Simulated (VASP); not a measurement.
GaN: energy against strain

GaN (wurtzite, P6_3mc, 11.359 Å³/atom and stress up to 0.25 GPa in the relaxed cell, c along z) under an equal strain ε along x and y, with z held. PBEsol in VASP (plane waves, PAW), 600 eV, 12×12×6 Γ-centred mesh, Gaussian smearing 0.05 eV; ions are relaxed, or left where forces stay under 0.02 eV/Å, within the symmetry of each cell.

Here s stands for strain and y for E less E0.

| strain (%) | E less E0 (meV/atom) |
|---|---|
| -1.50 | 7.76 |
| -1.00 | 3.40 |
| -0.50 | 0.84 |
| 0.00 | 0.00 |
| 0.50 | 0.83 |
| 1.00 | 3.28 |
| 1.50 | 7.29 |
| 3.00 | ? |

**Question.** Using a parabola, estimate the missing y at s = 3.00 from the other rows, showing the fit.

**Answer.** Least squares gives y = -0.002 - 0.1186·s + 3.3448·s². Residuals (row less fit): 0.058, -0.061, -0.054, 0.002, 0.055, 0.056, -0.056; standard error 0.069 (degrees of freedom: 4). Twice the quadratic coefficient over the volume, 2 × 3.3448 meV × 10⁴ × 0.1602 / 11.359 Å³, is the elastic constants 2(C11 + C12) = 944 ± 9 GPa (± standard error of the fit, which holds the terms cut off). At the withheld row, y = -0.002 - 0.1186 × 3.0 + 3.3448 × 3.0² = 29.745 meV/atom. The calculation gives 28.05 meV/atom, 1.695 meV/atom below the prediction (6.0 % of the range of y in the table). The row lies outside the fitted rows, so this is an extrapolation. From the scatter of the fitted rows alone, a prediction at this place has a standard error of 0.266 meV/atom, so the miss is 6.4 times that.

A polynomial of degree 3 through the 12 other runs of the series gives 28.03 there, so most of the miss is curvature that the fit leaves out. Rows are the converged runs of the series near zero and its far end; series whose fitted rows scatter by over a few per cent of the range, as at a crossing or softening among them, aren't shown in this form, nor equations of state whose B0' disagrees with the runs' pressures. Most that stay on the fit to the last digits aren't either.
